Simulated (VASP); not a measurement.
Output of a VASP run:

OSZICAR:
```
       N       E                     dE             d eps       ncg     rms          rms(c)
DAV:   1     0.474101509189E+02    0.47410E+02   -0.41783E+03   432   0.116E+03
DAV:   2     0.797447902024E+00   -0.46613E+02   -0.46301E+02   438   0.230E+02
DAV:   3    -0.151090300667E+01   -0.23084E+01   -0.21503E+01   618   0.458E+01
DAV:   4    -0.161089375509E+01   -0.99991E-01   -0.96392E-01   708   0.876E+00
DAV:   5    -0.161519116146E+01   -0.42974E-02   -0.42525E-02   714   0.103E+00    0.105E+01
DAV:   6    -0.161752652626E+01   -0.23354E-02   -0.77909E-03   678   0.167E+00    0.591E+00
DAV:   7    -0.161895038563E+01   -0.14239E-02   -0.11651E-02   510   0.212E+00    0.286E-01
DAV:   8    -0.161894553645E+01    0.48492E-05   -0.18393E-03   666   0.396E-01    0.107E-01
DAV:   9    -0.161896551184E+01   -0.19975E-04   -0.31121E-05   702   0.816E-02    0.346E-02
DAV:  10    -0.161898342276E+01   -0.17911E-04   -0.10856E-05   600   0.467E-02    0.552E-02
DAV:  11    -0.161898273161E+01    0.69115E-06   -0.85553E-07   456   0.144E-02
   1 F= -.16189827E+01 E0= -.16185902E+01  d E =-.117770E-02
```

File OUTCAR:
```
------------------------ aborting loop because EDIFF is reached ----------------------------------------
  FORCE on cell =-STRESS in cart. coord.  units (eV):
  Direction    XX          YY          ZZ          XY          YZ          ZX
  --------------------------------------------------------------------------------------
  Total       -0.3355511     -0.3355511     -0.3355511      0.0000000      0.0000000     -0.0000000
  in kB       -9.0160839     -9.0160839     -9.0160839      0.0000000      0.0000000     -0.0000000
  external PRESSURE =      -9.0160839 kB  Pullay stress =       0.0000000 kB
  volume of cell :       59.63
      direct lattice vectors                 reciprocal lattice vectors
     0.000000000  3.100800000  3.100800000    -0.161248710  0.161248710  0.161248710
     3.100800000  0.000000000  3.100800000     0.161248710 -0.161248710  0.161248710
     3.100800000  3.100800000  0.000000000     0.161248710  0.161248710 -0.161248710
 POSITION                                       TOTAL-FORCE (eV/Angst)
 -----------------------------------------------------------------------------------
      0.00000      0.00000      0.00000        -0.000000      0.000000      0.000000
 -----------------------------------------------------------------------------------
    total drift:                               -0.000000     -0.000000      0.000000
  FREE ENERGIE OF THE ION-ELECTRON SYSTEM (eV)
  ---------------------------------------------------
  free  energy   TOTEN  =        -1.6189827316 eV

  energy  without entropy=       -1.6178050299  energy(sigma->0) =       -1.61859016
```
(Selected blocks of OUTCAR.)

**POSCAR**
```
Sr
1
    0.0000000000     3.1008000000     3.1008000000
    3.1008000000     0.0000000000     3.1008000000
    3.1008000000     3.1008000000     0.0000000000
Sr
1
Direct
  0.0000000000   0.0000000000   0.0000000000
```

### Question
Write an INCAR and KPOINTS that could have produced this output.

### Answer
This is not unique; one that fits is the input of the run itself, PBE GGA, plane waves, VASP's PBE PAW potentials (set 64).

File KPOINTS:
```
Automatic mesh
0
Gamma
9 9 9
0 0 0
```

INCAR:
```
! general
SYSTEM =Sr
PREC   =Accurate
ENCUT  =400
LREAL  =.FALSE.
LASPH  =.TRUE.
NBANDS =6

! electronic loop
EDIFF  =1E-6
NELM   =100
ALGO   =Normal
LMAXMIX=4

! smearing
ISMEAR =1
SIGMA  =0.1

! functional
GGA    =PE

! ions
ISIF   =2

! output
LWAVE  =.FALSE.
LCHARG =.FALSE.
```

POTCAR, in this order: Sr_sv (PBE.64 set). Program: vasp_std.

The compound is Sr in the fcc structure. The cell was not relaxed at this level. The run is one of a series of settings (NBANDS = 6 against the base run), some of them coarse on purpose. VASP warned that the highest band is occupied, so more bands are needed.
